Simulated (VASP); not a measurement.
These are optB88-vdW, VASP's PBE PAW potentials (set 64) (plane waves; VASP) values and carry that method's errors.

VASP ran on this input.

### KPOINTS
```
Automatic mesh
0
Gamma
6 6 5
0 0 0
```

INCAR:
```
! general
SYSTEM   = PbO
PREC     = Accurate
ENCUT    = 520
LREAL    = .FALSE.
LASPH    = .TRUE.

! electronic loop
EDIFF    = 1E-7
NELM     = 100
ALGO     = Normal
LMAXMIX  = 4

! smearing
ISMEAR   = -5

! functional
GGA      = BO
LUSE_VDW = .TRUE.
AGGAC    = 0.0
PARAM1   = 0.1833333333
PARAM2   = 0.22

! ions
ISIF     = 2

! output
LWAVE    = .FALSE.
LCHARG   = .TRUE.
LORBIT   = 11
NEDOS    = 601

! other
LEFG     = .TRUE.
```

### POSCAR
```
PbO
5.0466740
  0.8021524505   0.0000000000   0.0000000000
  0.0000000000   0.8021524505   0.0000000000
  0.0000000000   0.0000000000   1.0000000388
Pb O
2 2
direct
  0.5000000000   0.0000000000   0.7639598803
  0.0000000000   0.5000000000   0.2360401197
  0.5000000000   0.5000000000   0.0000000000
  0.0000000000   0.0000000000   0.0000000000
```

POTCAR, in this order: Pb_d O (PBE.64 set). Program: vasp_std.

The resulting files:

File OUTCAR:
```
 ion  position               nearest neighbor table
   1  0.500  0.000  0.764-   3 2.35   4 2.35   3 2.35   4 2.35   2 3.72   2 3.72   2 3.72   2 3.72
                             2 3.91   2 3.91   2 3.91   2 3.91
   2  0.000  0.500  0.236-   3 2.35   4 2.35   4 2.35   3 2.35   1 3.72   1 3.72   1 3.72   1 3.72
                             1 3.91   1 3.91   1 3.91   1 3.91
   3  0.500  0.500  0.000-   1 2.35   2 2.35   1 2.35   2 2.35
   4  0.000  0.000  0.000-   1 2.35   2 2.35   2 2.35   1 2.35
  LATTYP: Found a simple tetragonal cell.
 ALAT       =     4.0482019159
 C/A-ratio  =     1.2466458691
 Subroutine PRICEL returns:
 Original cell was already a primitive cell.
 Subroutine GETGRP returns: Found 16 space group operations
The static configuration has the point symmetry D_2d.
 The point group associated with its full space group is D_4h.
The dynamic configuration has the point symmetry D_2d.
 Subroutine INISYM returns: Found 16 space group operations
 Subroutine IBZKPT returns following result:
 Found     30 irreducible k-points:

 Following reciprocal coordinates:
            Coordinates               Weight
  0.000000  0.000000  0.000000      1.000000
  0.166667  0.000000  0.000000      4.000000
  0.333333  0.000000  0.000000      4.000000
...
```

### OSZICAR
```
       N       E                     dE             d eps       ncg     rms          rms(c)
DAV:   1     0.461999217048E+03    0.46200E+03   -0.20192E+04  1440   0.196E+03
DAV:   2     0.432715837846E+02   -0.41873E+03   -0.41212E+03  1528   0.493E+02
DAV:   3    -0.154619641868E+02   -0.58734E+02   -0.58252E+02  2000   0.194E+02
DAV:   4    -0.172141509087E+02   -0.17522E+01   -0.17514E+01  1592   0.388E+01
DAV:   5    -0.172737139015E+02   -0.59563E-01   -0.59553E-01  2048   0.680E+00    0.132E+01
DAV:   6    -0.123351084906E+02    0.49386E+01   -0.41008E+01  2280   0.474E+01    0.591E+00
DAV:   7    -0.120849860744E+02    0.25012E+00   -0.40536E+00  1872   0.153E+01    0.256E+00
DAV:   8    -0.120789342953E+02    0.60518E-02   -0.89591E-01  1984   0.676E+00    0.116E+00
DAV:   9    -0.120516392629E+02    0.27295E-01   -0.16160E-01  2184   0.344E+00    0.288E-01
DAV:  10    -0.120534385412E+02   -0.17993E-02   -0.18056E-02  1736   0.875E-01    0.914E-02
DAV:  11    -0.120533322218E+02    0.10632E-03   -0.36755E-03  2392   0.492E-01    0.814E-02
DAV:  12    -0.120532587154E+02    0.73506E-04   -0.33992E-04  2064   0.215E-01    0.458E-02
DAV:  13    -0.120532380978E+02    0.20618E-04   -0.11370E-04  2352   0.783E-02    0.110E-02
DAV:  14    -0.120532370686E+02    0.10292E-05   -0.62142E-06  2072   0.215E-02    0.496E-03
DAV:  15    -0.120532362406E+02    0.82807E-06   -0.24303E-06  2136   0.206E-02    0.514E-04
DAV:  16    -0.120532364176E+02   -0.17708E-06   -0.23581E-07  1264   0.441E-03    0.116E-03
DAV:  17    -0.120532363765E+02    0.41153E-07   -0.92978E-08   928   0.392E-03
   1 F= -.12053236E+02 E0= -.12053236E+02  d E =0.000000E+00
```

File OUTCAR:
```
------------------------ aborting loop because EDIFF is reached ----------------------------------------
  FORCE on cell =-STRESS in cart. coord.  units (eV):
  Direction    XX          YY          ZZ          XY          YZ          ZX
  --------------------------------------------------------------------------------------
  Total        0.0033999      0.0033999     -0.0088072      0.0000000      0.0000000      0.0000000
  in kB        0.0658636      0.0658636     -0.1706153      0.0000000      0.0000000      0.0000000
  external PRESSURE =      -0.0129627 kB  Pullay stress =       0.0000000 kB
  volume of cell :       82.70
      direct lattice vectors                 reciprocal lattice vectors
     4.048201916  0.000000000  0.000000000     0.247023252  0.000000000  0.000000000
     0.000000000  4.048201916  0.000000000     0.000000000  0.247023252  0.000000000
     0.000000000  0.000000000  5.046674196     0.000000000  0.000000000  0.198150299
 POSITION                                       TOTAL-FORCE (eV/Angst)
 -----------------------------------------------------------------------------------
      2.02410      0.00000      3.85546         0.000000     -0.000000     -0.003092
      0.00000      2.02410      1.19122        -0.000000     -0.000000      0.003092
      2.02410      2.02410      0.00000         0.000000      0.000000      0.000000
      0.00000      0.00000      0.00000        -0.000000     -0.000000      0.000000
 -----------------------------------------------------------------------------------
    total drift:                                0.000000      0.000000     -0.000000
  FREE ENERGIE OF THE ION-ELECTRON SYSTEM (eV)
  ---------------------------------------------------
  free  energy   TOTEN  =       -12.0532363765 eV

  energy  without entropy=      -12.0532363765  energy(sigma->0) =      -12.05323638

 total charge

# of ion       s       p       d       tot
------------------------------------------
    1        1.372   0.600   9.870  11.843
    2        1.372   0.600   9.870  11.843
    3        1.570   3.383   0.000   4.953
    4        1.570   3.383   0.000   4.953
--------------------------------------------------
tot          5.885   7.966  19.741  33.591

 Electric field gradients after diagonalization (V/A^2)
 (convention: |V_zz| > |V_xx| > |V_yy|)
----------------------------------------------------------------------
 ion       V_xx      V_yy      V_zz     asymmetry (V_yy - V_xx)/ V_zz
----------------------------------------------------------------------
   1     107.368   107.368  -214.737       0.000
   2     107.368   107.368  -214.737       0.000
   3       1.707     1.707    -3.413       0.000
   4       1.707     1.707    -3.413       0.000
```
(Selected blocks of OUTCAR.)

OUTCAR:
```
 val. band max:        4.3788260093   @ k =   0.0000   0.0000   0.0000

 cond. band min:       5.7652619490   @ k =   0.5000   0.5000   0.0000


 Fermi energy:         4.4130492511

 k-point     1 :       0.0000    0.0000    0.0000
  band No.  band energies     occupation
      1     -13.4434      2.00000
      2     -13.0541      2.00000
      3     -11.4519      2.00000
      4     -11.4519      2.00000
      5     -11.4040      2.00000
      6     -11.3687      2.00000
      7     -11.3152      2.00000
      8     -11.2558      2.00000
      9     -11.2558      2.00000
     10     -11.2537      2.00000
     11     -11.2246      2.00000
     12      -9.9076      2.00000
     13      -2.5446      2.00000
     14      -2.1624      2.00000
     15       0.4972      2.00000
     16       0.4972      2.00000
     17       2.9459      2.00000
     18       2.9620      2.00000
     19       2.9620      2.00000
     20       4.3788      2.00000
     21       6.7521      0.00000
     22       9.8409      0.00000
     23       9.9401      0.00000
     24       9.9401      0.00000

 k-point     2 :       0.1667    0.0000    0.0000
  band No.  band energies     occupation
      1     -13.3961      2.00000
      2     -13.0655      2.00000
      3     -11.4404      2.00000
      4     -11.4369      2.00000
      5     -11.3875      2.00000
      6     -11.3550      2.00000
      7     -11.3223      2.00000
      8     -11.2733      2.00000
      9     -11.2614      2.00000
     10     -11.2349      2.00000
     11     -11.1711      2.00000
     12      -9.9820      2.00000
     13      -2.6575      2.00000
     14      -2.1760      2.00000
     15       0.5989      2.00000
     16       0.6550      2.00000
     17       2.4567      2.00000
     18       2.7877      2.00000
     19       2.9010      2.00000
     20       4.3776      2.00000
     21       7.4144      0.00000
     22       8.5683      0.00000
     23      10.0753      0.00000
     24      10.1937      0.00000
...
```

Unless said otherwise, spin-orbit coupling is left out, though it shifts the bands of the heavy elements here.

The compound is PbO in the litharge structure. It was relaxed first.
